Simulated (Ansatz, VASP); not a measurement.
KAl4: VASP beside Ansatz

```
K Al
1.0
     3.84946    0.00000    0.00000
     0.00000    3.84946    0.00000
     0.00000    0.00000    9.12402
K Al
1 4
Direct
  0.00000 0.00000 0.50000
  0.00000 0.00000 0.14249
  0.00000 0.00000 0.85751
  0.50000 0.50000 0.84560
  0.50000 0.50000 0.15440
```

Alike in both runs: functional PBE; k mesh 10 × 10 × 4; occupations gaussian, width 0.1 eV; no spin polarisation.

Ansatz relaxed the structure, and its values are those at the end. VASP's run is a single point on that final structure, the one shown.

|  | VASP | Ansatz |
| --- | --- | --- |
| version | VASP 6.6.1 | Ansatz 0.2.0 |
| potentials or method | VASP PAW PBE potentials, release 64 (K_sv, Al) | scalar-relativistic, plane waves, PAW |
| plane-wave cutoff (eV) | 520 | 420 |
| valence electrons in the cell | 21 | 21 |

VASP gave:

```
gap on the k mesh at the Fermi level (eV) : none
pressure (GPa)                            : 0.0
rms of the force components (eV/Å)        : 0.003
```

**Question.** What did Ansatz give for the same quantities?

**Answer.** gap on the k mesh at the Fermi level (eV): none; pressure (GPa): 0.0; rms of the force components (eV/Å): 0.002.

A gap of «none» marks a metal or a gap that the smearing closes. The functional is the same, so the differences come from potentials, cutoffs and numerics.
